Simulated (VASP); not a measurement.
Level of theory: r2SCAN meta-GGA, VASP's PBE PAW potentials (set 64) (plane waves; VASP).

VASP ran on this input.

**POSCAR**
```
CsBr
1
    4.3256591704     0.0000000000     0.0000000000
    0.0000000000     4.3256591704     0.0000000000
    0.0000000000     0.0000000000     4.3256591704
Cs Br
1 1
Direct
  0.0000000000   0.0000000000   0.0000000000
  0.5000000000   0.5000000000   0.5000000000
```

### INCAR
```
SYSTEM = CsBr
PREC = Normal; ENCUT = 400; LREAL = .FALSE.
LASPH = .TRUE.
EDIFF = 1E-5; NELM = 100; NELMIN = 4
ALGO = Normal; LMAXMIX = 4; LMIXTAU = .TRUE.
ISMEAR = 0; SIGMA = 0.05
METAGGA = R2SCAN
IBRION = 2; NSW = 20; ISIF = 2
EDIFFG = -0.03
LWAVE = .FALSE.; LCHARG = .FALSE.
```

### KPOINTS
```
Automatic mesh
0
G
 7 7 7
```

POTCAR, in this order: Cs_sv Br (PBE.64 set). Program: vasp_std.

### Question
What will the output report for the number of irreducible k-points (NKPTS), largest plane-wave count, number of space-group operations, FFT grid (NGX, NGY, NGZ)?

### Answer

| Property | Result |
|---|---|
| number of irreducible k-points (NKPTS) | 20 |
| largest plane-wave count | 1480 |
| number of space-group operations | 48 |
| FFT grid (NGX, NGY, NGZ) | 24 × 24 × 24 |

The compound is CsBr in the CsCl type structure. It was relaxed first.
